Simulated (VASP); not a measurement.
```yaml
crystal:
  lattice:
    - [-2.91963, 2.91963, 5.99435]
    - [2.91963, -2.91963, 5.99435]
    - [2.91963, 2.91963, -5.99435]
  atoms:
    - { symbol: Cd, position: [0.50000, 0.50000, 0.00000] }
    - { symbol: In, position: [0.75000, 0.25000, 0.50000] }
    - { symbol: In, position: [0.25000, 0.75000, 0.50000] }
    - { symbol: Se, position: [0.34343, 0.34343, 0.45202] }
    - { symbol: Se, position: [0.65657, 0.10859, 0.00000] }
    - { symbol: Se, position: [0.89141, 0.89141, 0.54798] }
    - { symbol: Se, position: [0.10859, 0.65657, 0.00000] }
```

All values below come from PBEsol GGA, VASP's PBE PAW potentials (set 64) (plane waves; VASP). Run with 300 eV cut-off, 3×3×3 Γ-centred mesh, Gaussian smearing of 0.010 eV, potentials Cd In_d Se.

Unless said otherwise, spin-orbit coupling is left out, though it shifts the bands of the heavy elements here.

What does the run give for the energy per atom (σ→0), band gap (on the k-mesh) with the smallest direct gap where there is one?

- band gap (on the k-mesh): 0.71 eV
- smallest direct gap (on the k-mesh): 0.71 eV
- energy per atom (σ→0): -3.752 eV/atom

Only differences to runs with the same potentials and settings are physical.

The structure comes from a computed database's CdIn2Se4 entry (I-42m); how it stands against other phases isn't given here. The cell was not relaxed at this level. The k-mesh is coarse (spacing up to 0.51 per Å, 2π included), so the numbers may not be converged in it.
